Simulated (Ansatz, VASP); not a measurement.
# WC: VASP beside Ansatz, part 2 of 2

Wanted: the spread between two codes on one cell, functional and k mesh. The cell is taken from a series of runs on this material, whose earlier steps may have relaxed, scaled, displaced or heated it; both programs get it as it stands.

VASP 6.6.1 and Ansatz 0.2.0.

So far. Step 5 (VASP: single point, PBEsol, pair 2): The run ends at a pressure of -0.08 GPa, with forces up to 0.58 eV/Å. Step 6 (Ansatz: single point, PBEsol, pair 2): The run ends at a pressure of -0.27 GPa, with forces up to 0.54 eV/Å.

### 7. Side by side

What differs besides the data sets and the points named for the pairs above, as far as they apply: the data sets hold 36 valence electrons in Ansatz (on its default PAW (the set named soft_2) files) and 20 in VASP. Total energies have different zeros and are not compared.

Both answers:

| quantity | Ansatz | VASP | difference |
| --- | --- | --- | --- |
| pressure (GPa) | -0.27 | -0.08 | -0.20 |

Forces (eV/Å; atoms numbered as in POSCAR):

| atom | Ansatz x, y, z | VASP x, y, z |
| --- | --- | --- |
| W1 | 0.535, 0.000, 0.000 | 0.579, 0.000, 0.000 |
| W2 | -0.535, 0.000, 0.000 | -0.579, 0.000, 0.000 |
| C3 | -0.228, 0.000, 0.000 | -0.231, 0.000, 0.000 |
| C4 | 0.228, 0.000, 0.000 | 0.231, 0.000, 0.000 |

The forces differ by 18 meV/Å r.m.s., which is 7.1 % of the r.m.s. force of 0.254 eV/Å (both taken over all components).

### 8. Further runs

Further runs change the set-up of one program: Ansatz's method, potentials or start, or VASP's data sets, cutoff or form of LDA. The table gives Ansatz less VASP for each quantity, since a change that brings one quantity closer may part another.

| run | r.m.s. force difference (meV/Å) | pressure (GPa) |
| --- | --- | --- |
| as above | 18 | -0.20 |
| VASP with the data sets W_sv and C | 1.7 | -1.1 |

### 9. Ansatz: single point, PBEsol, pair 3

With cell and atoms fixed, the geometry can't cause a difference; cores, projectors, grids and the points listed under the comparison can.

The cell is taken from a series of runs on this material, whose earlier steps may have relaxed, scaled, displaced or heated it; both programs get it as it stands.

input.yaml

```yaml
crystal:
  lattice:
    - [0.0, -2.1726318679, -2.1726318679]
    - [0.0, 2.1726318679, -2.1726318679]
    - [4.3452637359, 0.0, 0.0]
  atoms:
    - { symbol: W, position: [0.5, 0.5, 0.5283275355] }
    - { symbol: W, position: [0.0, 0.0, -0.0283275355] }
    - { symbol: C, position: [0.5, 0.5, 0.032218988] }
    - { symbol: C, position: [0.0, 0.0, 0.467781012] }
kpoints:
  mp_grid: { grid: [12, 12, 10] }
hamiltonian:
  xc: pbesol
scf:
  occupations: { method: methfessel_paxton, width: 0.15 }
output:
  forces: true
  stress: true
  eigenvalues: true
```

The run is started by

```
$ ansatz run input.yaml --threads 4 --pin off --max-ram 7168MiB --backend cpu --events-out ev --progress --plain --runs-dir out
```

Numbers of over 12 decimals in the logs are rounded to 6 here.

Log:

```text
[...]
Crystal: 4 atoms, lattice volume = 41.022 Å³
Basis set: ecut = 420 eV, 799 PW (Γ), exchange–correlation on 48×48×60 points (8 copies of the dense FFT grid, shifted against one another)
Bands: 22, of which v1, the nominal top of the filled ones, is band 18 counted from 1 (17 counted from 0)
Symmetry: 16 space group operations
[...]
k-points: 168 of 1440
[...]
k-point 0: bands = [... 14 lower, 19.5281, 20.3459, 20.3459, 21.0744, 21.0744, 21.1830, 21.3238, 21.9420, ... 4 higher]
  k-point 1: bands = [... 14 lower, 19.4215, 20.0555, 20.2463, 20.2463, 21.2171, 21.2814, 21.2814, 23.1636, ... 4 higher]
  k-point 2: bands = [... 14 lower, 18.6256, 19.1329, 20.0174, 20.0174, 21.3146, 21.7663, 21.7663, 23.1409, ... 4 higher]
  k-point 167: bands = [... 14 lower, 16.8348, 16.8348, 21.0889, 21.0889, 24.6370, 24.6370, 25.1463, 25.1463, ... 4 higher]
[key lines of the parts left out:]
SCF converged after 6 iterations
Free energy (F): -21005.681783 eV
Fermi energy:    22.014560 eV
P = ⅓ Tr σ = -0.1859 GPa (-1.859 kbar)
```

The run ends at a pressure of -0.19 GPa, with forces up to 0.66 eV/Å.

### 10. VASP: single point, PBEsol, pair 3

The same cell, functional, mesh and smearing now go to VASP, with its own data sets.

INCAR

```
SYSTEM = WC
PREC = Accurate
ENCUT = 600
EDIFF = 1E-06
NELM = 120
ISMEAR = 1
SIGMA = 0.15
LREAL = .FALSE.
ALGO = Normal
GGA = PS
NBANDS = 16
LASPH = .TRUE.
LORBIT = 11
LWAVE = .FALSE.
LCHARG = .FALSE.
ISIF = 2
GGA_COMPAT = .FALSE.
KPAR = 2
```

POSCAR

```
WC
1.0
    0.0000000000     -2.1726318679     -2.1726318679
    0.0000000000      2.1726318679     -2.1726318679
    4.3452637359      0.0000000000      0.0000000000
W C
2 2
Direct
    0.5000000000      0.5000000000      0.5283275355
    0.0000000000      0.0000000000      0.9716724645
    0.5000000000      0.5000000000      0.0322189880
    0.0000000000      0.0000000000      0.4677810120
```

KPOINTS

```
Automatic mesh
0
Gamma
12 12 10
0 0 0
```

Potentials, in the order of the species: W and C (PBE family, release 64).

The run is started by

```
$ mpirun -np 2 vasp_std
```

Log:

```text
[... set-up lines as in an earlier step ...]
 entering main loop
       N       E                     dE             d eps       ncg     rms          rms(c)
DAV:   1     0.827047715337E+02    0.82705E+02   -0.10480E+04  5376   0.129E+03
DAV:   2    -0.448798725602E+02   -0.12758E+03   -0.12346E+03  6816   0.316E+02
DAV:   3    -0.526164818977E+02   -0.77366E+01   -0.74989E+01  7792   0.619E+01
DAV:   4    -0.527477706002E+02   -0.13129E+00   -0.13087E+00  6080   0.955E+00
[...]
DAV:  11    -0.461507593562E+02    0.95240E-04   -0.34414E-04  7200   0.118E-01    0.222E-02
DAV:  12    -0.461507580993E+02    0.12569E-05   -0.16027E-05  6736   0.349E-02    0.121E-02
DAV:  13    -0.461507575325E+02    0.56673E-06   -0.23917E-06  4952   0.913E-03
   1 F= -.46150758E+02 E0= -.46150985E+02  d E =0.682559E-03
```

From OUTCAR (step 10):

```text
  Total        3.3787734     -1.7249312     -1.7249312      0.0000000      0.0000000      0.0000000
  in kB      131.9627085    -67.3695953    -67.3695953      0.0000000      0.0000000      0.0000000
  external PRESSURE =      -0.9254940 kB  Pullay stress =       0.0000000 kB

 POSITION                                       TOTAL-FORCE (eV/Angst)
 -----------------------------------------------------------------------------------
      2.29572      0.00000     -2.17263        -0.053126     -0.000000     -0.000000
      4.22217      0.00000      0.00000         0.053126      0.000000      0.000000
      0.14000      0.00000     -2.17263        -0.658957     -0.000000      0.000000
      2.03263      0.00000      0.00000         0.658957      0.000000      0.000000
 -----------------------------------------------------------------------------------
    total drift:                               -0.000000      0.000000     -0.000000

  FREE ENERGIE OF THE ION-ELECTRON SYSTEM (eV)
  ---------------------------------------------------
  free  energy   TOTEN  =       -46.1507575325 eV

  energy  without entropy=      -46.1514400917  energy(sigma->0) =      -46.15098505

[... 2 parts as in an earlier step ...]

[... 1 further part left out ...]
[key lines of the parts left out:]
E-fermi :   9.6078
```

The run ends at a pressure of -0.09 GPa, with forces up to 0.66 eV/Å.

### 11. Differences

What differs besides the data sets and the points named for the pairs above, as far as they apply: the data sets hold 36 valence electrons in Ansatz (on its default PAW (the set named soft_2) files) and 20 in VASP. Total energies have different zeros and are not compared.

The two programs side by side:

| quantity | Ansatz | VASP | difference |
| --- | --- | --- | --- |
| pressure (GPa) | -0.19 | -0.09 | -0.09 |

Forces (eV/Å; atoms numbered as in POSCAR):

| atom | Ansatz x, y, z | VASP x, y, z |
| --- | --- | --- |
| W1 | -0.132, 0.000, 0.000 | -0.053, 0.000, 0.000 |
| W2 | 0.132, 0.000, 0.000 | 0.053, 0.000, 0.000 |
| C3 | -0.661, 0.000, 0.000 | -0.659, 0.000, 0.000 |
| C4 | 0.661, 0.000, 0.000 | 0.659, 0.000, 0.000 |

The forces differ by 32 meV/Å r.m.s., which is 11.9 % of the r.m.s. force of 0.270 eV/Å (both taken over all components).

### 12. Outcome

```json
{
 "r.m.s. force difference (single point, PBEsol, pair 1)": "3.6 % of the r.m.s. force",
 "r.m.s. force difference (single point, PBEsol, pair 2)": "7.1 % of the r.m.s. force",
 "r.m.s. force difference (single point, PBEsol, pair 3)": "12 % of the r.m.s. force"
}
```

The r.m.s. force difference is 12 % of the r.m.s. force (single point, PBEsol, pair 3), beyond the 3 % picked in this series as the mark of a large difference. The data sets hold unlike numbers of valence electrons (36 in Ansatz and 20 in VASP), so part of the differences may come from the potentials. Single point, PBEsol, pair 2, VASP with the data sets W_sv and C: r.m.s. force difference goes from 18 to 1.7 meV/Å; the difference in pressure goes from -0.20 to -1.1 GPa. What causes the difference of the single point, PBEsol, pair 3 pair stays open here. 5 further pairs of this series are not shown here. How closely two codes agree says nothing of how well the functional describes the real material.

[Lines on the potential files, build, host, timing and source positions are cut from VASP's logs without a mark.]

[Logs are printed without paths, hosts, clocks, repeated set-up lines and the standing remarks that a program may print on its own settings, such as how far it seeks lower states.]

[Hosts, paths, dates, database ids (printed as entryN), source tags and the programs' standing remarks are cut or masked in the printed files.]
